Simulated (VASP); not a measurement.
Consider the following.

```yaml
crystal:
  lattice:
    - [3.14746, 0.00000, 0.00000]
    - [-1.57373, 2.72578, 0.00000]
    - [0.00000, 0.00000, 6.11915]
  atoms:
    - { symbol: Cr, position: [0.00000, 0.00000, 0.00000] }
    - { symbol: Se, position: [0.66667, 0.33333, 0.74555] }
    - { symbol: Se, position: [0.33333, 0.66667, 0.25445] }
```

All values below come from LDA (Ceperley-Alder, Perdew-Zunger), VASP's LDA PAW potentials (set 64) (plane waves; VASP). Settings: 400 eV cut-off, Gaussian smearing of 0.050 eV, potentials Cr_pv Se.

**Question.** Give the energies of bands 6 to 15 at the high-symmetry points, in eV from the Fermi level.

**Answer.** 
```tsv
band	Γ	M	K	A	L	H
6	-7.13	-7.08	-5.80	-5.43	-7.04	-5.67
7	-2.70	-5.72	-5.50	-4.21	-6.31	-5.67
8	-2.70	-3.93	-5.50	-2.68	-4.07	-5.39
9	-1.23	-3.60	-3.96	-2.68	-3.12	-4.60
10	-1.02	-3.00	-3.50	-0.80	-2.12	-3.19
11	-0.79	-1.36	-3.50	-0.80	-1.79	-3.19
12	-0.79	-1.26	0.19	-0.27	-0.91	-0.07
13	1.27	0.18	0.42	1.09	0.18	-0.07
14	1.27	0.62	0.42	1.09	0.65	0.23
15	3.18	2.13	1.47	3.44	2.43	2.43
```

It has no gap at this level: it comes out as a metal or semimetal.

The structure comes from a computed database's CrSe2 entry (P-3m1); how it stands against other phases isn't given here. It was relaxed first, which changed the volume by -16 %. The run is not spin-polarised, so no magnetic state was tried.
